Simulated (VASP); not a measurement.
The system is AlN.

```
Al N
1.0
     3.11300    0.00000    0.00000
    -1.55650    2.69594    0.00000
     0.00000    0.00000    4.98100
Al N
2 2
Direct
  0.33333 0.66667 0.00000
  0.66667 0.33333 0.50000
  0.33333 0.66667 0.38000
  0.66667 0.33333 0.88000
```

* Program: VASP 6.6.1
* Task: relaxation of cell and atoms
* Functional: PBE
* Potentials or basis: VASP PAW PBE potentials, release 64 (Al, N)
* Cutoff: 520 eV
* k mesh: 12 × 12 × 6
* Occupations: gaussian, width 0.02 eV
* Spin: no spin polarisation

At the start: pressure 3.5 GPa; volume 10.45 Å³/atom.

Problem. Where does the relaxation end?

Solution. Over 8 steps the energy falls by 2.2 meV/atom and the volume is 10.63 Å³/atom (+1.7 %); space group P6_3mc (No. 186, to 0.05 Å).

The path:
| step | energy change (eV) | largest force (eV/Å) | pressure (GPa) | volume (Å³) |
| --- | --- | --- | --- | --- |
| 1 | 0.0000 | 0.1289 | 3.46 | 41.80 |
| 2 | -0.0018 | 0.0914 | -2.90 | 43.18 |
| 3 | -0.0088 | 0.0039 | 0.00 | 42.52 |
| 4 | -0.0088 | 0.0061 | 0.07 | 42.51 |
| 5 | -0.0088 | 0.0065 | 0.05 | 42.51 |
| 6 | -0.0088 | 0.0068 | 0.04 | 42.51 |
| 7 | -0.0088 | 0.0016 | -0.03 | 42.53 |
| 8 | -0.0088 | 0.0007 | 0.00 | 42.52 |

Final structure:
```cif
data_structure
_symmetry_space_group_name_H-M 'P 1'
_symmetry_Int_Tables_number 1
_cell_length_a 3.1286
_cell_length_b 3.1286
_cell_length_c 5.0164
_cell_angle_alpha 90.000
_cell_angle_beta 90.000
_cell_angle_gamma 120.000
_cell_volume 42.52
loop_
_atom_site_label
_atom_site_type_symbol
_atom_site_fract_x
_atom_site_fract_y
_atom_site_fract_z
_atom_site_occupancy
Al1 Al 0.33333 0.66667 0.99926 1
Al2 Al 0.66667 0.33333 0.49926 1
N1 N 0.33333 0.66667 0.38074 1
N2 N 0.66667 0.33333 0.88074 1
```
